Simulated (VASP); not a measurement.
Input:

```xyz
8
Lattice="0.0000 2.7451 2.7451 2.7451 0.0000 2.7451 10.9740 10.9740 0.0065" Properties=species:S:1:pos:R:3 pbc="T T T"
Ga     2.7876     2.7876     5.4478
Ga     5.5030     5.5030     5.4775
Ga     5.4735     5.4735     0.0167
Ga     8.1867     8.1867     0.0486
P      1.3985     1.3985     1.3467
P      4.1146     4.1146     1.3756
P      6.8308     6.8308     1.4046
As     9.6061     9.6061     1.3744
```

Level of theory: PBEsol GGA, VASP's PBE PAW potentials (set 64) (plane waves; VASP). Settings: 400 eV cut-off, Gaussian smearing of 0.050 eV, potentials Ga_d P As.

**Question.** Give the energies of bands 28 to 41 at the high-symmetry points, in eV from the valence-band maximum.

**Answer.** 
| band | Γ | T | H2 | L | S0 | F |
|---|---|---|---|---|---|---|
| 28 | -1.38 | -1.80 | -6.46 | -6.54 | -6.46 | -6.32 |
| 29 | -1.38 | -1.34 | -4.30 | -3.38 | -4.30 | -3.50 |
| 30 | -0.99 | -1.34 | -4.23 | -3.34 | -4.19 | -3.43 |
| 31 | -0.99 | -1.13 | -4.04 | -2.85 | -4.09 | -2.93 |
| 32 | -0.72 | -1.13 | -3.83 | -2.63 | -3.82 | -2.87 |
| 33 | -0.72 | -0.55 | -2.59 | -2.37 | -2.65 | -2.35 |
| 34 | -0.16 | -0.55 | -2.53 | -2.27 | -2.44 | -2.10 |
| 35 | 0.00 | -0.09 | -2.29 | -1.72 | -2.36 | -1.29 |
| 36 | 0.00 | -0.09 | -2.18 | -1.43 | -2.13 | -1.23 |
| 37 | 1.22 | 1.27 | 2.29 | 1.44 | 2.16 | 1.26 |
| 38 | 1.32 | 1.48 | 2.38 | 1.67 | 2.69 | 1.30 |
| 39 | 1.64 | 1.95 | 3.25 | 2.19 | 2.78 | 1.52 |
| 40 | 1.95 | 2.21 | 3.28 | 2.32 | 3.63 | 2.02 |
| 41 | 3.60 | 3.88 | 4.62 | 2.58 | 4.24 | 2.31 |

The gap is direct, 1.21 eV, from the valence maximum at Γ to the conduction minimum at Γ.

The structure was generated: Ga4AsP3 was put into an ordered model structure (R3m), which need not be its known phase. It was relaxed first.
